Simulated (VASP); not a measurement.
Here is the system:

```xyz
5
Lattice="4.0453 0.0000 0.0000 0.0000 4.0453 0.0000 0.0000 0.0000 4.0453" Properties=species:S:1:pos:R:3 pbc="T T T"
Sc     0.0000     0.0000     0.0000
Rh     0.0000     2.0226     2.0226
Rh     2.0226     0.0000     2.0226
Rh     2.0226     2.0226     0.0000
C      2.0226     2.0226     2.0226
```

Method: PBEsol GGA, VASP's PBE PAW potentials (set 64) (plane waves; VASP). Run with 520 eV cut-off, Gaussian smearing of 0.050 eV, potentials Sc_sv Rh_pv C.

Question: Predict the band gap (along the path) with the smallest direct gap where there is one.

Answer: 
| Quantity | Result |
|---|---|
| band gap (along the path) | none (metal, semimetal or under 0.01 eV) |

The absolute energy has meaning only against runs of the same code, potentials and settings.

The structure comes from a computed database's ScRh3C entry (Pm-3m); how it stands against other phases isn't given here. It was relaxed first.
